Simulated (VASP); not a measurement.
# Sr2C in VASP: relaxing the cell with several functionals

Aim: the equilibrium cell of Sr2C (antifluorite) with PBEsol and LDA. This is a trial cell built on a prototype, not taken from a measured structure, and it needn't be the compound's ground state.

Code: VASP 6.6.1. PAW datasets, plane waves, zero pressure. The structure was generated, not taken from experiment, and needn't be the ground state; spin polarisation is off.

### 1 The cell

The cell comes from an earlier relaxation with PBE in another program.

It is cubic, Fm-3m (No. 225); conventional cell a = 6.740 Å, 25.52 Å³ an atom. Around C lie 8 Sr at 2.92 Å; around Sr lie 4 C at 2.92 Å.

As a file:

```
CELL_PARAMETERS angstrom
0.00000 3.37009 3.37009
3.37009 0.00000 3.37009
3.37009 3.37009 0.00000
ATOMIC_POSITIONS crystal
C 0.00000 0.00000 0.00000
Sr 0.25000 0.25000 0.25000
Sr 0.75000 0.75000 0.75000
```

### 2 Relaxation with PBEsol

Input file INCAR:

```
ENCUT = 600.000000
SIGMA = 0.020000
EDIFF = 1.00e-07
EDIFFG = -5.00e-03
GGA = PS
PREC = Accurate
IBRION = 2
ISIF = 3
ISMEAR = -1
NBANDS = 19
NELM = 120
NSW = 40
LASPH = .TRUE.
LCHARG = .FALSE.
LWAVE = .FALSE.
LREAL = .FALSE.
```

Input file KPOINTS:

```
KPOINTS created by Atomic Simulation Environment
0
Gamma
6 6 6
0 0 0
```

Input file POSCAR:

```
C  Sr
 1.0000000000000000
     0.0000000000000000    3.3700852212401462    3.3700852212401462
     3.3700852212401462    0.0000000000000000    3.3700852212401462
     3.3700852212401462    3.3700852212401462    0.0000000000000000
 C   Sr
   1   2
Cartesian
  0.0000000000000000 -0.0000000000000000 -0.0000000000000000
  1.6850426106200731  1.6850426106200731  1.6850426106200731
  5.0551278318602195  5.0551278318602195  5.0551278318602195
```

The run uses the recommended PBE PAW datasets (24 valence electrons a neutral cell).

The run is started by

```bash
> mpirun -np 1 vasp_std
```

### 3 Relaxing with LDA

Changes to INCAR since step 2:

```diff
@@ -4,3 +4,3 @@
 EDIFFG = -5.00e-03
-GGA = PS
+GGA = CA
 PREC = Accurate
```

KPOINTS is that of step 2.

POSCAR is that of step 2.

Potentials: the recommended LDA PAW datasets, 24 valence electrons in the neutral cell.

**Question.** What will these runs give? Wanted: for each run, a; volume; space group.

As calculated:

| level | a (Å) | volume (Å³/atom) | space group |
| --- | --- | --- | --- |
| PBEsol | 6.632 | 24.305 | Fm-3m |
| LDA | 6.530 | 23.203 | Fm-3m |

**Reading.** The PBEsol run changed the volume by -4.7 % from its own start of 25.52 Å³/atom. LDA gives the smallest cell and PBEsol the largest, 4.7 % apart in volume.
